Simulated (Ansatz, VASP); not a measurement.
## SiH4C (SiC wire along [110], 2 atoms a period, H-terminated) in two plane-wave programs

One calculation is typed for both programs; each brings its own data sets. How far apart do they land? The cell is taken from a series of runs on this material, whose earlier steps may have relaxed, scaled, displaced or heated it; both programs get it as it stands.

Method: plane waves, with VASP 6.6.1 beside it; single point at PBE, single point at LDA and single point at PBEsol, in Ansatz 0.2.0.

**1. Set-up**

The cell holds 6 atoms: 4 H, 1 Si and 1 C. Its edges and angles: a = 9.390 Å, b = 9.200 Å, c = 3.155 Å, α = 90.0°, β = 90.0°, γ = 90.0°. Vacuum lies along a and b. The structure's axis is c.

As a file:

```xyz
6
Lattice="9.3900 0.0000 0.0000 0.0000 9.2000 0.0000 0.0000 0.0000 3.1547" Properties=species:S:1:pos:R:3
H     3.4041    5.8089    0.0000
H     5.9772    3.7148    1.5774
H     5.9772    5.4857    1.5774
H     3.4041    3.3916    0.0000
Si    4.2891    4.6002    0.0000
C     5.3214    4.6002    1.5774
```

**2. VASP: single point, PBE**

With cell and atoms fixed, the geometry can't cause a difference; cores, projectors, grids and the points listed under the comparison can.

Lines of VASP's logs that name or quote its potential files are left out, and so is its time.

File INCAR:

```
SYSTEM = SiH4C
PREC = Accurate
ENCUT = 520
EDIFF = 1E-06
NELM = 120
ISMEAR = -1
SIGMA = 0.05
LREAL = .FALSE.
ALGO = Normal
GGA = PE
NBANDS = 12
LORBIT = 11
LWAVE = .FALSE.
LCHARG = .FALSE.
ISIF = 2
LASPH = .TRUE.
GGA_COMPAT = .FALSE.
EFERMI = MIDGAP
KPAR = 2
```

File POSCAR:

```
SiH4C
1.0
    9.3900000000      0.0000000000      0.0000000000
    0.0000000000      9.2000000000      0.0000000000
    0.0000000000      0.0000000000      3.1547205077
H Si C
4 1 1
Direct
    0.3625248640      0.6313981200      0.0000000000
    0.6365497220      0.4037861480      0.5000000000
    0.6365497220      0.5962681940      0.5000000000
    0.3625248640      0.3686562220      0.0000000000
    0.4567731240      0.5000271710      0.0000000000
    0.5667054130      0.5000271710      0.5000000000
```

File KPOINTS:

```
Automatic mesh
0
Gamma
1 1 26
0 0 0
```

PAW data sets: H, Si and C (PBE family, release 64).

Command:

```console
$ mpirun -np 2 vasp_std
```

Numbers of over 12 decimals in the logs are rounded to 6 here.

Log:

```text
[banner, memory and clock lines left out]
running    2 mpi-ranks, on    1 nodes
 distrk:  each k-point on    1 cores,    2 groups
 distr:  one band on    1 cores,    1 groups

 POSCAR found type information on POSCAR H SiC
 POSCAR found :  3 types and       6 ions
 LDA part: xc-table for (Slater+PW92), standard interpolation
 POSCAR, INCAR and KPOINTS ok, starting setup
 FFT: planning ... GRIDC
 FFT: planning ... GRID_SOFT
 FFT: planning ... GRID
 WAVECAR not read
 entering main loop
       N       E                     dE             d eps       ncg     rms          rms(c)
DAV:   1     0.608387409793E+02    0.60839E+02   -0.36908E+03   336   0.659E+02
DAV:   2    -0.205942683298E+02   -0.81433E+02   -0.71416E+02   516   0.125E+02
DAV:   3    -0.319324008363E+02   -0.11338E+02   -0.11293E+02   440   0.581E+01
DAV:   4    -0.324067283447E+02   -0.47433E+00   -0.47373E+00   488   0.141E+01
DAV:   5    -0.324138875060E+02   -0.71592E-02   -0.71562E-02   500   0.139E+00    0.103E+01
DAV:   6    -0.294969553522E+02    0.29169E+01   -0.75309E+00   392   0.148E+01    0.508E+00
DAV:   7    -0.290575800310E+02    0.43938E+00   -0.12498E+00   484   0.633E+00    0.239E+00
DAV:   8    -0.289028297158E+02    0.15475E+00   -0.26742E-01   436   0.291E+00    0.377E-01
DAV:   9    -0.288893353017E+02    0.13494E-01   -0.30466E-02   532   0.107E+00    0.248E-01
DAV:  10    -0.288856660460E+02    0.36693E-02   -0.64732E-03   524   0.466E-01    0.100E-01
DAV:  11    -0.288863190297E+02   -0.65298E-03   -0.21509E-03   388   0.284E-01    0.778E-02
DAV:  12    -0.288898785799E+02   -0.35596E-02   -0.14397E-03   432   0.196E-01    0.310E-02
DAV:  13    -0.288912220714E+02   -0.13435E-02   -0.12894E-04   480   0.746E-02    0.215E-02
DAV:  14    -0.288924964566E+02   -0.12744E-02   -0.95799E-05   468   0.528E-02    0.132E-02
DAV:  15    -0.288929409281E+02   -0.44447E-03   -0.45105E-05   476   0.349E-02    0.477E-03
DAV:  16    -0.288932821286E+02   -0.34120E-03   -0.96438E-05   420   0.323E-02    0.336E-03
DAV:  17    -0.288932948604E+02   -0.12732E-04   -0.15366E-06   528   0.517E-03    0.169E-03
DAV:  18    -0.288933016884E+02   -0.68280E-05   -0.11459E-06   412   0.381E-03    0.705E-04
DAV:  19    -0.288933020909E+02   -0.40247E-06   -0.39242E-08   508   0.110E-03
   1 F= -.28893302E+02 E0= -.28893302E+02  d E =0.000000E+00
```

Parts of OUTCAR (step 2):

```text
ion  position               nearest neighbor table
   1  0.363  0.631  0.000-   5 1.50
   2  0.637  0.404  0.500-   6 1.10
   3  0.637  0.596  0.500-   6 1.10
   4  0.363  0.369  0.000-   5 1.50
   5  0.457  0.500  0.000-   1 1.50   4 1.50   6 1.89   6 1.89
   6  0.567  0.500  0.500-   2 1.10   3 1.10   5 1.89   5 1.89

  LATTYP: Found a simple orthorhombic cell.
 ALAT       =     3.1547205077
 B/A-ratio  =     2.9162646826
 C/A-ratio  =     2.9764918880

 Subroutine GETGRP returns: Found  4 space group operations
 (whereof  2 operations were pure point group operations)

The static configuration has the point symmetry C_1h.
 The point group associated with its full space group is C_2v.

 Found     14 irreducible k-points:

   k-points           NKPTS =     14   k-points in BZ     NKDIM =     14   number of bands    NBANDS=     12

   dimension x,y,z NGX =    70 NGY =   70 NGZ =   24
   dimension x,y,z NGXF=   140 NGYF=  140 NGZF=   48

   ENCUT  =  520.0 eV  38.22 Ry    6.18 a.u.  17.46 17.11  5.87*2*pi/ulx,y,z

   NELECT =      12.0000    total number of electrons

 k-points in reciprocal lattice and weights: Automatic mesh
   0.00000000  0.00000000  0.00000000       0.038
   0.00000000  0.00000000  0.03846154       0.077
   0.00000000  0.00000000  0.07692308       0.077
   0.00000000  0.00000000  0.11538462       0.077
   0.00000000  0.00000000  0.15384615       0.077
   0.00000000  0.00000000  0.19230769       0.077
   0.00000000  0.00000000  0.23076923       0.077
   0.00000000  0.00000000  0.26923077       0.077
   0.00000000  0.00000000  0.30769231       0.077
[...]
0.00000000  0.00000000  0.46153846       0.077
   0.00000000  0.00000000  0.50000000       0.038

 average (electrostatic) potential at core
       1 -39.2390       2 -40.9620       3 -40.9620       4 -39.2390       5 -91.8993
       6 -56.9991

 E-fermi :  -2.5495

 k-point     1 :       0.0000    0.0000    0.0000
  band No.  band energies     occupation
    ...
      2     -11.0782      2.00000
      3      -9.5537      2.00000
      4      -6.6309      2.00000
      5      -6.3059      2.00000
      6      -5.0889      2.00000
      7      -0.0101      0.00000
      8       0.6944      0.00000
      9       1.1433      0.00000
     10       1.4359      0.00000
     11       1.8082      0.00000
    ...

 k-point     2 :       0.0000    0.0000    0.0385
  band No.  band energies     occupation
    ...
      2     -11.0710      2.00000
      3      -9.5426      2.00000
      4      -6.6266      2.00000
      5      -6.3109      2.00000
      6      -5.1771      2.00000
      7       0.0237      0.00000
      8       0.7347      0.00000
      9       1.1734      0.00000
     10       1.4570      0.00000
     11       1.8675      0.00000
    ...

 k-point     3 :       0.0000    0.0000    0.0769
  band No.  band energies     occupation
    ...
      2     -11.0503      2.00000
      3      -9.5099      2.00000
      4      -6.6142      2.00000
      5      -6.3292      2.00000
      6      -5.4165      2.00000
      7       0.1112      0.00000
      8       0.8368      0.00000
      9       1.2622      0.00000
     10       1.5201      0.00000
     11       2.0495      0.00000
    ...

  Total       -0.0766862     -0.0414390     -0.0287298      0.0000000      0.0000000      0.0000000
  in kB       -0.4508306     -0.2436160     -0.1688995      0.0000000      0.0000000      0.0000000
  external PRESSURE =      -0.2877820 kB  Pullay stress =       0.0000000 kB

  energy-cutoff  :      520.00
  volume of cell :      272.53
      direct lattice vectors                 reciprocal lattice vectors
     9.390000000  0.000000000  0.000000000     0.106496273  0.000000000  0.000000000
     0.000000000  9.200000000  0.000000000     0.000000000  0.108695652  0.000000000
     0.000000000  0.000000000  3.154720508     0.000000000  0.000000000  0.316985292

 POSITION                                       TOTAL-FORCE (eV/Angst)
 -----------------------------------------------------------------------------------
      3.40411      5.80886      0.00000         0.008587     -0.011420      0.000000
      5.97720      3.71483      1.57736         0.013116     -0.020069      0.000000
      5.97720      5.48567      1.57736         0.013116      0.020069      0.000000
      3.40411      3.39164      0.00000         0.008587      0.011420      0.000000
      4.28910      4.60025      0.00000        -0.019259      0.000000      0.000000
      5.32136      4.60025      1.57736        -0.024147      0.000000      0.000000
 -----------------------------------------------------------------------------------
    total drift:                               -0.000113     -0.000000     -0.000000

  FREE ENERGIE OF THE ION-ELECTRON SYSTEM (eV)
  ---------------------------------------------------
  free  energy   TOTEN  =       -28.8933020909 eV

  energy  without entropy=      -28.8933020909  energy(sigma->0) =      -28.89330209

 total charge
# of ion       s       p       d       tot
------------------------------------------
    1        0.578   0.013   0.000   0.591
    2        0.624   0.045   0.000   0.670
    3        0.624   0.045   0.000   0.670
    4        0.578   0.013   0.000   0.591
    5        0.721   1.008   0.000   1.730
    6        0.834   1.752   0.000   2.586
--------------------------------------------------
tot          3.961   2.877   0.000   6.837

[... 3 further parts left out ...]
```

**3. Ansatz: single point, PBE**

Ansatz runs on its default PAW (the set named soft_2) files.

The same cell, functional, mesh and smearing now go to Ansatz, which takes its cutoff from its data sets.

File input.yaml:

```yaml
crystal:
  lattice:
    - [9.39, 0.0, 0.0]
    - [0.0, 9.2, 0.0]
    - [0.0, 0.0, 3.1547205077]
  atoms:
    - { symbol: H, position: [0.362524864, 0.63139812, 0.0] }
    - { symbol: Si, position: [0.456773124, 0.500027171, 0.0] }
    - { symbol: C, position: [0.566705413, 0.500027171, 0.5] }
    - { symbol: H, position: [0.636549722, 0.403786148, 0.5] }
    - { symbol: H, position: [0.636549722, 0.596268194, 0.5] }
    - { symbol: H, position: [0.362524864, 0.368656222, 0.0] }
kpoints:
  mp_grid: { grid: [1, 1, 26] }
  band_path: { path: ["Γ", Z], npoints: 50 }
scf:
  occupations: { method: fermi_dirac, width: 0.05 }
hamiltonian:
  xc: pbe
output:
  transmission:
    e_range: [-2, 2]
    de: 0.035
    kmesh: [1, 1]
    reduced_basis: true
    leads: [[0, 0]]
  dos: { e_range: [-5, 4] }
  write_potential: true
  write_density: true
  volumetric_format: npy
  elf: true
```

Command:

```console
$ ansatz run input.yaml --threads 8 --pin off --max-ram 16384MiB --backend cpu --events-out ev --progress --plain --runs-dir out
```

Log:

```text
Engine: ansatz 0.2.0, x86_64-unknown-linux-gnu
Pseudopotentials: kind: paw
Pseudopotential: H, paw, valence charge 1, recommended cutoff 420 eV (normal), H.paw.azcp
Pseudopotential: Si, paw, valence charge 4, recommended cutoff 420 eV (normal), Si.paw.azcp
Pseudopotential: C, paw, valence charge 4, recommended cutoff 420 eV (normal), C.paw.azcp
Functional definition: PBE
  parameter kappa = 0.804
  parameter beta = 0.066725
  exchange = pbe_x(kappa = kappa, mu = beta*pi^2/3)
  correlation = pbe_c(beta = beta)
Crystal: 6 atoms, lattice volume = 272.530 Å³
Basis set: ecut = 420 eV, 5331 PW (Γ)
Bands: 12, of which v1, the nominal top of the filled ones, is band 6 counted from 1 (5 counted from 0)
Symmetry: 4 space group operations
Space group: Pmm2 (ITA 25), of the structure as read, at distance tolerance 6.5e-5 Å
k-points: 14 of 26
Non-local potential: H, projectors of the file, l = 0: 2, l = 1: 1
Non-local potential: Si, projectors of the file, l = 0: 2, l = 1: 2, l = 2: 2
Non-local potential: C, projectors of the file, l = 0: 2, l = 1: 2, l = 2: 1
PAW form: soft (Blöchl's): semilocal exchange-correlation on the pseudo side does not see the compensation charge
PAW one-centre angular grid: H, 110 points (default); XC on 64 Gauss nodes
PAW one-centre angular grid: Si, 110 points (default); XC on 64 Gauss nodes
PAW one-centre angular grid: C, 110 points (default); XC on 64 Gauss nodes
Initial density: superposition of atomic densities (neutral atoms: chi_scale 0, normalization atom), corrected by the library's trained network
Initial wavefunctions: pseudopotential atomic-orbital guess
Functional: x = pbe(κ = 0.804, μ = 0.219515), c = pbe(β = 0.066725)
SCF iter   1: F=—  HF=-950.927989 eV  |F-HF|=—  |Δ(HF+E_count)|=         —  Δρ=1.51e-3  dr2=7.39e-3  ethr=1.77e-3  ⟨swp⟩=6.6  Hψ=1406  notcnv=0
preconditioner: auto → Resta (q_TF=auto, 1.621 Å⁻¹)  ε∞=1.5  [insulator: Δε(μ)=4.995 eV  Ē_g=11.343 eV  σ=0.050 eV  W_gap=1.00  n_scr=20 (ndim 8)  ℏωp=7.8 eV  f_vac=0.683  D(μ)=0.00/eV (n_scr^D=0)  ε∞_Penn≈1.5  vacuum switching on, ρ_ref=9.3e-3 e/Å³]
SCF iter   2: F=—  HF=-950.934765 eV  |F-HF|=—  |Δ(HF+E_count)|=   6.78e-3  Δρ=6.18e-4  dr2=1.58e-3  ethr=6.16e-5  ⟨swp⟩=2.3  Hψ=394  notcnv=0  defer=23
SCF iter   3: F=—  HF=-950.937685 eV  |F-HF|=—  |Δ(HF+E_count)|=   2.92e-3  Δρ=2.39e-4  dr2=2.21e-4  ethr=1.32e-5  ⟨swp⟩=3.0  Hψ=285  notcnv=0  defer=23
SCF iter   4: F=—  HF=-950.937842 eV  |F-HF|=—  |Δ(HF+E_count)|=   1.57e-4  Δρ=6.35e-5  dr2=1.57e-5  ethr=1.84e-6  ⟨swp⟩=2.4  Hψ=267  notcnv=0  defer=23
SCF iter   5: F=—  HF=-950.937885 eV  |F-HF|=—  |Δ(HF+E_count)|=   4.31e-5  Δρ=2.51e-5  dr2=2.21e-6  ethr=1.31e-7  ⟨swp⟩=2.3  Hψ=245  notcnv=0  defer=23
SCF iter   6: F=—  HF=-950.937885 eV  |F-HF|=—  |Δ(HF+E_count)|=   1.65e-7  Δρ=1.06e-5  dr2=3.54e-7  ethr=1.84e-8  ⟨swp⟩=2.0  Hψ=224  notcnv=0  defer=23
SCF iter   7: F=-950.937885 eV  HF=-950.937885 eV  |F-HF|=6.93e-9  |Δ(HF+E_count)|=   2.87e-8  Δρ=1.53e-6  dr2=6.59e-9  ethr=8.33e-10  ⟨swp⟩=9.5  Hψ=844  notcnv=0
SCF 1 converged in 7 iterations: F = -950.937885 eV  dr2 = 6.59e-9
  greatest PAW one-centre occupation: 0.648 electrons in one spin orbital (limit 2), on the C atom at site 2 (counted from 0), in its partial waves of l = 0
NSCF: frozen V_eff on 51 k-points
transmission: 4 of 24 steps passed
transmission: 8 of 24 steps passed
[...]
transmission: 24 of 24 steps passed
WARN: The output density's exchange-correlation potential varies sharply where the density is thin. Do not read a vacuum level from v_tot or v_xc, or from such a field of the output density. On a cell that repeats whose density bears no net charge and no dipole along the vacuum's axis use v_es (v_loc + v_h of the components); under efield.dipole_correction with no amplitude use v_es + v_field, which holds any externa [...]
Second SCF, for the conductance: iteration 1, dr2 1.377e-8 eV
Second SCF, for the conductance: iteration 2, dr2 4.675e-9 eV
Second SCF, for the conductance: iteration 3, dr2 7.449e-10 eV
transmission: 4 of 24 steps passed
transmission: 8 of 24 steps passed
[...]
transmission: 24 of 24 steps passed
SCF converged after 7 iterations
Free energy (F): -950.937885 eV
Harris-Foulkes:  -950.937885 eV  (|F-HF|=6.93e-9)
Internal energy: -950.937885 eV  (E = F + TS)
E sigma→0 (E₀):  -950.937885 eV
Fermi energy:    -2.425644 eV
--- Per-component energies (eV) ---
  E_band       = -110.668007
  E_kinetic    = 186.900150
  E_local      = -1114.460374  (includes V_loc(G=0)·N_el)
  E_nonlocal   = 59.157653
  E_hartree    = 461.336433
  E_xc         = -139.435880
  E_vxc        = -152.783556  (∫ρ·V_xc dr)
  E_paw        = -614.488874  (= ΣΔE_a)
  E_vpaw       = -12.148278  (= ΣTr[D̂ρ^β])
  E_aug_tail   = -0.005184  (compensation charges beyond the density's cutoff)
  E_ewald      = 210.058191
  E_smearing   = -0.000000  (= −TS)
  E_closure    = 0.000000  (closes the sum)
  Σ components = -950.937885   (vs F -950.937885, Δ=0.00e0)
--- Band table (eV; the first three rows and the last of 14) ---
  k-point 0: bands = [... 2 lower, -9.4172, -6.4927, -6.1687, -4.9506, 0.1243, 0.8270, 1.2794, 1.5733, ... 2 higher]
  k-point 1: bands = [... 2 lower, -9.4062, -6.4884, -6.1737, -5.0389, 0.1579, 0.8675, 1.3097, 1.5943, ... 2 higher]
  k-point 2: bands = [... 2 lower, -9.3734, -6.4760, -6.1921, -5.2783, 0.2450, 0.9702, 1.3988, 1.6574, ... 2 higher]
  k-point 13: bands = [... 2 lower, -8.4582, -7.7590, -6.8858, -6.3388, 1.1305, 2.1707, 2.7574, 2.8581, ... 2 higher]
--- Transmission ---
  basis      : 753 plane waves across, 4 finite elements along
  points     : 1, standing for a mesh of 1 x 1
  filling    : by a second SCF (3 iterations) under fermi_dirac of width 0.025852 eV on a mesh of 1 x 1 x 42, whose Fermi level is -2.419603 eV
  energies   : 115 from -2.000000 to 1.990000 eV about the Fermi level, 0.035000 eV apart; the leads are filled to 0.000000 eV, and channels, transmission and decay are at -0.005000 eV
  crystal 0  : H4Si1C1, at the sites [0, 0], period 3.1547 Å: whole cells are its period
    offset         : up to 0.0000 Å between an atom of the period and one for which it stands
    channels       : 0.000000e0 a spin
    conductance    : none, crystal 0 has no channel at the energies, or these end too early or step too widely for 300 K: set another output.transmission.e_range or a lower de, or, where they end at an eighth of basis.ecutwfc, a higher one
    slowest decay  : 0.2820 /Å at (0.0000, 0.0000)
```

The column dr2 measures how far the density is from self-consistency, as an energy; F and HF (Harris–Foulkes) agree once it is small.

**4. Side by side**

Known differences besides the potentials themselves: the cutoff is 420 eV in Ansatz and 520 eV in VASP. Total energies have different zeros and are not compared.

Compared:

```tsv
quantity	Ansatz	VASP	difference
gap on the k mesh (eV)	5.075	5.079	-0.004
```

A gap on the mesh is an upper bound, since the band edges may lie between its points.

**5. VASP: single point, LDA**

A single point gives forces, pressure and levels at one fixed geometry, so differences don't come from the geometry; what else differs is listed under the comparison.

Edit INCAR of step 2 so:

```diff
@@ -9,3 +9,3 @@
 ALGO = Normal
-GGA = PE
+GGA = PW92
 NBANDS = 12
```

POSCAR is that of step 2.

File KPOINTS:

```
Automatic mesh
0
Gamma
1 1 20
0 0 0
```

Potentials, in the order of the species: H, Si and C (LDA family, release 64).

Command:

```console
$ mpirun -np 2 vasp_std
```

Log:

```text
[banner, memory and clock lines left out]
running    2 mpi-ranks, on    1 nodes
[...]
|                                                                             |
|               ----> ADVICE to this user running VASP <----                  |
|                                                                             |
|     You enforced a specific xc type in the INCAR file but a different       |
|     [... a line on the potential file left out ...]
|     I HOPE YOU KNOW WHAT YOU ARE DOING!                                     |
|                                                                             |

 LDA part: xc-table for (Slater(with rela. corr.)+PW92), standard interpolation
 POSCAR, INCAR and KPOINTS ok, starting setup
[...]
entering main loop
       N       E                     dE             d eps       ncg     rms          rms(c)
DAV:   1     0.614146982676E+02    0.61415E+02   -0.38318E+03   264   0.667E+02
DAV:   2    -0.218907499657E+02   -0.83305E+02   -0.75498E+02   396   0.127E+02
DAV:   3    -0.337387814463E+02   -0.11848E+02   -0.11795E+02   356   0.597E+01
DAV:   4    -0.342564700253E+02   -0.51769E+00   -0.51710E+00   392   0.150E+01
[...]
DAV:  17    -0.302635557822E+02   -0.15044E-04   -0.16983E-06   416   0.596E-03    0.121E-03
DAV:  18    -0.302635647301E+02   -0.89479E-05   -0.15465E-06   320   0.439E-03    0.394E-04
DAV:  19    -0.302635653280E+02   -0.59797E-06   -0.76765E-08   408   0.140E-03
   1 F= -.30263565E+02 E0= -.30263565E+02  d E =0.000000E+00
```

OUTCAR, selected parts (step 5):

```text
  Total       -0.4148961      0.0943109     -1.4033962      0.0000000      0.0000000      0.0000000
  in kB       -2.4391339      0.5544444     -8.2504299      0.0000000      0.0000000      0.0000000
  external PRESSURE =      -3.3783732 kB  Pullay stress =       0.0000000 kB

 POSITION                                       TOTAL-FORCE (eV/Angst)
 -----------------------------------------------------------------------------------
      3.40411      5.80886      0.00000         0.006228      0.001268      0.000000
      5.97720      3.71483      1.57736         0.034645     -0.078679      0.000000
      5.97720      5.48567      1.57736         0.034645      0.078679      0.000000
      3.40411      3.39164      0.00000         0.006228     -0.001268      0.000000
      4.28910      4.60025      0.00000         0.345480      0.000000      0.000000
      5.32136      4.60025      1.57736        -0.427226      0.000000      0.000000
 -----------------------------------------------------------------------------------
    total drift:                               -0.000114     -0.000000     -0.000000

  FREE ENERGIE OF THE ION-ELECTRON SYSTEM (eV)
  ---------------------------------------------------
  free  energy   TOTEN  =       -30.2635653280 eV

  energy  without entropy=      -30.2635653280  energy(sigma->0) =      -30.26356533

[... 1 part as in an earlier step ...]

[... 2 further parts left out ...]
[key lines of the parts left out:]
E-fermi :  -2.6825
```

(Continued in part 2 of 2.)

[Lines on the potential files, build, host, timing and source positions are cut from VASP's logs without a mark.]

[Logs are printed without paths, hosts, clocks, repeated set-up lines and the standing remarks that a program may print on its own settings, such as how far it seeks lower states.]

[Hosts, paths, dates, database ids (printed as entryN), source tags and the programs' standing remarks are cut or masked in the printed files.]
